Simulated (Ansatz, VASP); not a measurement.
## One calculation of Al2BAs2, two programs

```
Al B As
1.0
     3.89678    0.00000    0.00000
    -1.94839    3.37471    0.00000
     0.00000    0.00000    7.62005
Al B As
2 1 2
Cartesian
  0.0000 0.0000 5.3762
  0.0000 0.0000 2.2438
  1.9484 1.1249 0.0000
  1.9484 1.1249 3.8100
  0.0000 2.2498 0.0000
```

Change from the starting cell: species swapped into the Sr2ZnAs2 type (P-6m2, No. 187).

Alike in both runs: task relaxation of cell and atoms; functional PBE; k mesh 6 × 6 × 2; occupations gaussian, width 0.1 eV; no spin polarisation.

```csv
,VASP,Ansatz
version,VASP 6.6.1,Ansatz 0.2.0
potentials or method,"VASP PAW PBE potentials, release 64 (Al, B, As)","scalar-relativistic, plane waves, PAW"
plane-wave cutoff (eV),600,420
valence electrons in the cell,19,39
```

Ansatz gave:

- gap on the k mesh at the Fermi level, each at its own relaxed structure (eV): none
- relaxed volume (Å³/atom): 17.28
- relaxed cell length with the largest relative difference (Å): 7.780
- energy change over the relaxation (meV/atom): -118

Which values does VASP return?

gap on the k mesh at the Fermi level, each at its own relaxed structure (eV): none; relaxed volume (Å³/atom): 17.35; relaxed cell length with the largest relative difference (Å): 7.797; energy change over the relaxation (meV/atom): -114.

A gap of «none» marks a metal or a gap that the smearing closes. The two sets of potentials don't hold the same shells in valence.

Caveats: the k mesh is coarse (spacing up to 0.41 Å⁻¹), so the values aren't converged.
